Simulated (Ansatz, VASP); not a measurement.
# Si17Mo12S24O34 (amorphous SiO2 against MoS2, 7.3 A): VASP beside Ansatz, part 2 of 3

Wanted: the spread between two codes on one cell, functional and k mesh. Of the first pair: The structure shown is the start of the Ansatz relaxation below; VASP solves that cell, so the two are compared at the walk's first step.

VASP 6.6.1 and Ansatz 0.2.0.

So far: Set-up; Ansatz: relaxation, PBE with D3(BJ).

## (3) VASP: single point, PBE with D3(BJ), start cell, pair 1

Level of this step: PBE with D3(BJ), no spin polarisation; plane waves and PAW (Mo_sv, S, Si, O) (VASP).

The same cell, functional, mesh and smearing now go to VASP, with its own data sets.

Lines of VASP's logs that name or quote its potential files are left out, and so is its time.

The input, INCAR:

```
SYSTEM = Si17Mo12S24O34
PREC = Accurate
ENCUT = 520
EDIFF = 1E-06
NELM = 120
ISMEAR = -1
SIGMA = 0.025
LREAL = Auto
ALGO = Normal
GGA = PE
IVDW = 12
NBANDS = 352
LASPH = .TRUE.
LORBIT = 11
LWAVE = .FALSE.
LCHARG = .FALSE.
ISIF = 2
GGA_COMPAT = .FALSE.
EFERMI = MIDGAP
NCORE = 2
```

The input, POSCAR:

```
Si17Mo12S24O34
1.0
    9.5400000000      0.0000000000      0.0000000000
    0.0000000000     11.0158400000      0.0000000000
    0.0000000000      0.0000000000     14.3377300000
Mo S Si O
12 24 17 34
Direct
    0.9980607966      0.9990976630      0.1628779451
    0.1655241090      0.2485511772      0.1673416922
    0.9999685535      0.4985457305      0.1654027520
    0.1670230608      0.7476597336      0.1628012245
    0.3321488470      0.9977359875      0.1660304665
    0.4980817610      0.2479611178      0.1663722221
    0.3321069182      0.4981099943      0.1662885268
    0.4966352201      0.7482679487      0.1636312024
    0.6651048218      0.0003268021      0.1637497707
    0.8326100629      0.2478794173      0.1661211363
    0.6650628931      0.4986909759      0.1646285709
    0.8320440252      0.7486219843      0.1591674554
    0.1636058700      0.0798668100      0.2742693578
    0.1672012579      0.0836704237      0.0573730988
    0.9983647799      0.3327118041      0.2754131930
    0.9997169811      0.3317041642      0.0579798894
    0.1660587002      0.5828425249      0.2734114815
    0.1672955975      0.5791024561      0.0558665842
    0.9971383648      0.8310487444      0.2693104139
    0.0024633124      0.8314118578      0.0489826493
    0.4993815514      0.0806928931      0.2745064944
    0.4968029350      0.0831983762      0.0562990097
    0.3323584906      0.3317041642      0.2752876501
    0.3314465409      0.3316678528      0.0575614131
    0.4997693920      0.5831874828      0.2743600277
    0.4965513627      0.5798377609      0.0570173940
    0.3312264151      0.8300774158      0.2739694498
    0.3325576520      0.8331457247      0.0550505554
    0.8326519916      0.0803842467      0.2735091259
    0.8311111111      0.0843421836      0.0555178539
    0.6659748428      0.3319401879      0.2736974403
    0.6647798742      0.3310324042      0.0577009052
    0.8317085954      0.5852572296      0.2702868585
    0.8334276730      0.5779223373      0.0557410413
    0.6672222222      0.8311395227      0.2695475504
    0.6602201258      0.8353788726      0.0502799258
    0.9921698113      0.8291514764      0.8900920857
    0.1605555556      0.6094859766      0.5936295355
    0.5329979036      0.3777741870      0.5714433177
    0.7423584906      0.0372917544      0.6225880945
    0.9379350105      0.3056689277      0.7962766770
    0.3559224319      0.1900172842      0.7445809065
    0.6608280922      0.5866098273      0.7893508945
    0.4485010482      0.0094772618      0.5781110399
    0.6898637317      0.5725482578      0.4885501401
    0.6760167715      0.8218438176      0.8956299219
    0.6529350105      0.2477977167      0.7447831700
    0.4715932914      0.6366014757      0.6150066991
    0.2398846960      0.3284906099      0.5875825532
    0.1058176101      0.0760722741      0.8081125813
    0.5947589099      0.8466626240      0.7073086186
    0.0104612159      0.1654072681      0.6231111898
    0.9806603774      0.5782763729      0.7802420606
    0.0585953878      0.7316736627      0.5560224666
    0.6266666667      0.4349191709      0.4851883806
    0.9967505241      0.4409468547      0.8255630424
    0.7129140461      0.1094787143      0.7196676182
    0.1277044025      0.2228608985      0.5522980277
    0.7704192872      0.3003765487      0.8160915291
    0.2687945493      0.1143535128      0.8229615148
    0.6104088050      0.0494015890      0.5491315571
    0.9557127883      0.2830015687      0.6833369020
    0.8189517820      0.5943804558      0.7442879731
    0.3127777778      0.6796395009      0.6159482708
    0.5745597484      0.8850891080      0.8170400754
    0.8417819706      0.6066264579      0.4689724245
    0.3933123690      0.3064042325      0.5348684903
    0.5012997904      0.2281986666      0.7935705303
    0.4744234801      0.4931898067      0.6293185881
    0.8832704403      0.0896799518      0.5715479368
    0.2670230608      0.3047066769      0.7009408044
    0.0107337526      0.1884105071      0.8497718956
    0.6384905660      0.3026823193      0.6380996155
    0.0891090147      0.9389660707      0.8526384581
    0.7411740042      0.8922424436      0.6586468011
    0.5669496855      0.6681197258      0.5223630240
    0.1856708595      0.4644312190      0.5656125482
    0.5730922432      0.6922123052      0.7058300024
    0.0172851153      0.6915768566      0.8546122713
    0.3830083857      0.1042135688      0.6533879491
    0.8318553459      0.8754212116      0.8741132662
    0.4633123690      0.8819481764      0.6419495973
    0.0890775681      0.5958510654      0.6970280512
    0.0746121593      0.0644435649      0.6962329462
    0.5743396226      0.4697780650      0.7976715979
    0.6664150943      0.6775425206      0.8804183089
    0.1216037736      0.6619195631      0.4824403863
```

The input, KPOINTS:

```
Automatic mesh
0
Gamma
1 1 1
0 0 0
```

PAW data sets: Mo_sv, S, Si and O (PBE family, release 64).

On the command line:

```bash
> mpirun -np 8 vasp_gam
```

Numbers of over 12 decimals in the logs are rounded to 6 here.

What it wrote:

```text
[banner, memory and clock lines left out]
running    8 mpi-ranks, on    1 nodes
[...]
LDA part: xc-table for (Slater+PW92), standard interpolation
 POSCAR, INCAR and KPOINTS ok, starting setup
[...]
entering main loop
       N       E                     dE             d eps       ncg     rms          rms(c)
DAV:   1     0.637058427586E+04    0.63706E+04   -0.35401E+05   752   0.162E+03
DAV:   2    -0.139063931126E+03   -0.65096E+04   -0.62875E+04   848   0.415E+02
DAV:   3    -0.696987920190E+03   -0.55792E+03   -0.54924E+03   824   0.119E+02
DAV:   4    -0.715030014261E+03   -0.18042E+02   -0.17869E+02   824   0.216E+01
[...]
DAV:  29    -0.641699322529E+03   -0.34040E-05   -0.99596E-06   416   0.363E-03    0.294E-02
DAV:  30    -0.641699320245E+03    0.22840E-05   -0.66484E-06   392   0.260E-03    0.958E-03
DAV:  31    -0.641699320818E+03   -0.57321E-06   -0.77734E-07   384   0.152E-03
   1 F= -.66140415E+03 E0= -.66136601E+03  d E =-.762653E-01
```

Parts of OUTCAR (step 3):

```text
  FREE ENERGIE OF THE ION-ELECTRON SYSTEM (eV)
  ---------------------------------------------------
  free  energy   TOTEN  =      -661.4041464239 eV

  energy  without entropy=     -661.3278810808  energy(sigma->0) =     -661.36601375

[... 1 further part left out ...]
```

This run has no spin polarisation, so a moment on Mo, if there is one, isn't seen.

## (4) Comparison

Known differences besides the potentials themselves: the cutoff is 420 eV in Ansatz and 520 eV in VASP (PREC = Accurate, projectors in real space). Total energies have different zeros and are not compared.

Forces on 8 of the 87 atoms, those with the largest forces and the largest differences (eV/Å; atoms numbered as in POSCAR):

```
atom          Ansatz x, y, z            VASP x, y, z
Si38   -0.458, 1.241, -1.162   -0.421, 1.199, -1.083
Si44  -1.026, -0.208, -1.252  -1.123, -0.231, -1.349
Si48   -0.689, 0.284, -0.193   -0.686, 0.351, -0.138
 O54    -0.333, 0.524, 1.009    -0.501, 0.736, 1.199
 O61     0.673, 0.145, 0.241     0.699, 0.160, 0.225
 O66  -0.272, -0.067, -0.070  -0.092, -0.021, -0.111
 O83   -0.280, -0.438, 0.839   -0.267, -0.443, 0.809
 O87   0.773, -0.810, -0.896   0.881, -0.940, -1.188
```

The forces differ by 41 meV/Å r.m.s., which is 14.9 % of the r.m.s. force of 0.278 eV/Å (both taken over all components).

## (5) Ansatz: relaxation, PBE with D3(BJ)

This run makes the geometry at which the two programs are then compared. The cell compared in this pair holds 1388.59 Å³, against 1506.77 Å³ for the pair before.

The structure compared here is the end of the Ansatz relaxation.

The input, input.yaml:

```yaml
crystal:
  lattice:
    - [9.54, 0.0, 0.0]
    - [0.0, 11.01584, 0.0]
    - [0.0, 0.0, 14.33773]
  atoms:
    - { symbol: Mo, position: [0.99806, 0.9991, 0.16288] }
    - { symbol: S, position: [0.16361, 0.07987, 0.27427] }
    - { symbol: S, position: [0.1672, 0.08367, 0.05737] }
    - { symbol: Mo, position: [0.16552, 0.24855, 0.16734] }
    - { symbol: S, position: [0.99837, 0.33271, 0.27541] }
    - { symbol: S, position: [0.99972, 0.3317, 0.05798] }
    - { symbol: Mo, position: [0.99997, 0.49855, 0.1654] }
    - { symbol: S, position: [0.16606, 0.58284, 0.27341] }
    - { symbol: S, position: [0.1673, 0.5791, 0.05587] }
    - { symbol: Mo, position: [0.16702, 0.74766, 0.1628] }
    - { symbol: S, position: [0.99714, 0.83105, 0.26931] }
    - { symbol: S, position: [0.00246, 0.83141, 0.04898] }
    - { symbol: Mo, position: [0.33215, 0.99774, 0.16603] }
    - { symbol: S, position: [0.49938, 0.08069, 0.27451] }
    - { symbol: S, position: [0.4968, 0.0832, 0.0563] }
    - { symbol: Mo, position: [0.49808, 0.24796, 0.16637] }
    - { symbol: S, position: [0.33236, 0.3317, 0.27529] }
    - { symbol: S, position: [0.33145, 0.33167, 0.05756] }
    - { symbol: Mo, position: [0.33211, 0.49811, 0.16629] }
    - { symbol: S, position: [0.49977, 0.58319, 0.27436] }
    - { symbol: S, position: [0.49655, 0.57984, 0.05702] }
    - { symbol: Mo, position: [0.49664, 0.74827, 0.16363] }
    - { symbol: S, position: [0.33123, 0.83008, 0.27397] }
    - { symbol: S, position: [0.33256, 0.83315, 0.05505] }
    - { symbol: Mo, position: [0.6651, 0.00033, 0.16375] }
    - { symbol: S, position: [0.83265, 0.08038, 0.27351] }
    - { symbol: S, position: [0.83111, 0.08434, 0.05552] }
    - { symbol: Mo, position: [0.83261, 0.24788, 0.16612] }
    - { symbol: S, position: [0.66598, 0.33194, 0.2737] }
    - { symbol: S, position: [0.66478, 0.33103, 0.0577] }
    - { symbol: Mo, position: [0.66506, 0.49869, 0.16463] }
    - { symbol: S, position: [0.83171, 0.58526, 0.27029] }
    - { symbol: S, position: [0.83343, 0.57792, 0.05574] }
    - { symbol: Mo, position: [0.83204, 0.74862, 0.15917] }
    - { symbol: S, position: [0.66722, 0.83114, 0.26955] }
    - { symbol: S, position: [0.66022, 0.83538, 0.05028] }
    - { symbol: Si, position: [0.99217, 0.82915, 0.89009] }
    - { symbol: Si, position: [0.16056, 0.60949, 0.59363] }
    - { symbol: Si, position: [0.533, 0.37777, 0.57144] }
    - { symbol: Si, position: [0.74236, 0.03729, 0.62259] }
    - { symbol: Si, position: [0.93793, 0.30567, 0.79628] }
    - { symbol: Si, position: [0.35592, 0.19002, 0.74458] }
    - { symbol: Si, position: [0.66083, 0.58661, 0.78935] }
    - { symbol: Si, position: [0.4485, 0.00948, 0.57811] }
    - { symbol: Si, position: [0.68986, 0.57255, 0.48855] }
    - { symbol: Si, position: [0.67602, 0.82184, 0.89563] }
    - { symbol: Si, position: [0.65293, 0.2478, 0.74478] }
    - { symbol: Si, position: [0.47159, 0.6366, 0.61501] }
    - { symbol: Si, position: [0.23988, 0.32849, 0.58758] }
    - { symbol: Si, position: [0.10582, 0.07607, 0.80811] }
    - { symbol: Si, position: [0.59476, 0.84666, 0.70731] }
    - { symbol: Si, position: [0.01046, 0.16541, 0.62311] }
    - { symbol: Si, position: [0.98066, 0.57828, 0.78024] }
    - { symbol: O, position: [0.0586, 0.73167, 0.55602] }
    - { symbol: O, position: [0.62667, 0.43492, 0.48519] }
    - { symbol: O, position: [0.99675, 0.44095, 0.82556] }
    - { symbol: O, position: [0.71291, 0.10948, 0.71967] }
    - { symbol: O, position: [0.1277, 0.22286, 0.5523] }
    - { symbol: O, position: [0.77042, 0.30038, 0.81609] }
    - { symbol: O, position: [0.26879, 0.11435, 0.82296] }
    - { symbol: O, position: [0.61041, 0.0494, 0.54913] }
    - { symbol: O, position: [0.95571, 0.283, 0.68334] }
    - { symbol: O, position: [0.81895, 0.59438, 0.74429] }
    - { symbol: O, position: [0.31278, 0.67964, 0.61595] }
    - { symbol: O, position: [0.57456, 0.88509, 0.81704] }
    - { symbol: O, position: [0.84178, 0.60663, 0.46897] }
    - { symbol: O, position: [0.39331, 0.3064, 0.53487] }
    - { symbol: O, position: [0.5013, 0.2282, 0.79357] }
    - { symbol: O, position: [0.47442, 0.49319, 0.62932] }
    - { symbol: O, position: [0.88327, 0.08968, 0.57155] }
    - { symbol: O, position: [0.26702, 0.30471, 0.70094] }
    - { symbol: O, position: [0.01073, 0.18841, 0.84977] }
    - { symbol: O, position: [0.63849, 0.30268, 0.6381] }
    - { symbol: O, position: [0.08911, 0.93897, 0.85264] }
    - { symbol: O, position: [0.74117, 0.89224, 0.65865] }
    - { symbol: O, position: [0.56695, 0.66812, 0.52236] }
    - { symbol: O, position: [0.18567, 0.46443, 0.56561] }
    - { symbol: O, position: [0.57309, 0.69221, 0.70583] }
    - { symbol: O, position: [0.01729, 0.69158, 0.85461] }
    - { symbol: O, position: [0.38301, 0.10421, 0.65339] }
    - { symbol: O, position: [0.83186, 0.87542, 0.87411] }
    - { symbol: O, position: [0.46331, 0.88195, 0.64195] }
    - { symbol: O, position: [0.08908, 0.59585, 0.69703] }
    - { symbol: O, position: [0.07461, 0.06444, 0.69623] }
    - { symbol: O, position: [0.57434, 0.46978, 0.79767] }
    - { symbol: O, position: [0.66642, 0.67754, 0.88042] }
    - { symbol: O, position: [0.1216, 0.66192, 0.48244] }
kpoints:
  mp_grid: { grid: [1, 1, 1] }
hamiltonian:
  xc: pbe
  dispersion: d3bj
scf:
  occupations: { method: fermi_dirac, width: 0.025 }
output:
  forces: true
relax:
  f_tol: 0.08
  max_steps: 90
  cell: { fix: [a, b, alpha, beta, gamma] }
```

On the command line:

```bash
> ansatz run input.yaml --threads 4 --pin off --max-ram 8192MiB --backend cpu --events-out ev --progress --plain --runs-dir out
```

What it wrote:

```text
[...]
Crystal: 87 atoms, lattice volume = 1506.768 Å³
Basis set: ecut = 420 eV, 29425 PW (Γ), exchange–correlation on 128×150×192 points (8 copies of the dense FFT grid, shifted against one another)
Bands: 379, of which v1, the nominal top of the filled ones, is band 292 counted from 1 (291 counted from 0)
Symmetry: 1 space group operations
[...]
k-points: 1
[...]
- { symbol: O, position: [1.001288, 0.435907, 0.815879] }
    - { symbol: O, position: [0.727769, 0.096266, 0.708995] }
    - { symbol: O, position: [0.138851, 0.209751, 0.530037] }
    - { symbol: O, position: [0.777670, 0.293614, 0.812932] }
    - { symbol: O, position: [0.285289, 0.099215, 0.822643] }
    - { symbol: O, position: [0.620662, 0.033507, 0.523006] }
[...]
- { symbol: O, position: [0.088165, 0.053701, 0.685505] }
    - { symbol: O, position: [0.528137, 0.487330, 0.855005] }
    - { symbol: O, position: [0.664660, 0.694834, 0.896235] }
    - { symbol: O, position: [0.165050, 0.702630, 0.490726] }
[key lines of the parts left out:]
P = ⅓ Tr σ = -0.5847 GPa (-5.847 kbar)
```

(Continued in part 3 of 3.)

[Lines on the potential files, build, host, timing and source positions are cut from VASP's logs without a mark.]

[Logs are printed without paths, hosts, clocks, repeated set-up lines and the standing remarks that a program may print on its own settings, such as how far it seeks lower states.]

[Hosts, paths, dates, database ids (printed as entryN), source tags and the programs' standing remarks are cut or masked in the printed files.]
